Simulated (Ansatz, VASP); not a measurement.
Ti4Pb in VASP and in Ansatz

```
Ti Pb
1.0
     2.45885   -1.79073    0.00056
     2.45885    1.79073    0.00056
    -1.29370    0.00000   10.94149
Ti Pb
4 1
Direct
  0.36887 0.36887 0.27937
  0.27576 0.27576 0.90570
  0.63113 0.63113 0.72063
  0.72424 0.72424 0.09430
  0.00000 0.00000 0.50000
```

Change from the starting cell: the structure that the rattled cell fell into.

Alike in both runs: functional PBE; k mesh 6 × 6 × 2; occupations gaussian, width 0.1 eV; no spin polarisation.

Ansatz relaxed the structure, and its values are those at the end. VASP's run is a single point on that final structure, the one shown.

|  | VASP | Ansatz |
| --- | --- | --- |
| version | VASP 6.6.1 | Ansatz 0.2.0 |
| potentials or method | VASP PAW PBE potentials, release 64 (Ti_sv, Pb_d) | scalar-relativistic, plane waves, PAW |
| plane-wave cutoff (eV) | 520 | 420 |
| valence electrons in the cell | 62 | 62 |

VASP gave:

* gap on the k mesh at the Fermi level (eV): none
* pressure (GPa): -0.1
* rms of the force components (eV/Å): 0.009

Q: Estimate Ansatz's values.

A: gap on the k mesh at the Fermi level (eV): none; pressure (GPa): 0.0; rms of the force components (eV/Å): 0.006.

A gap of «none» marks a metal or a gap that the smearing closes. With one functional, cell and mesh, what is left measures potentials, basis and numerics.

Caveats: the k mesh is coarse (spacing up to 0.36 Å⁻¹), so the values aren't converged. Spin-orbit coupling is left out, which matters for the levels of Pb.
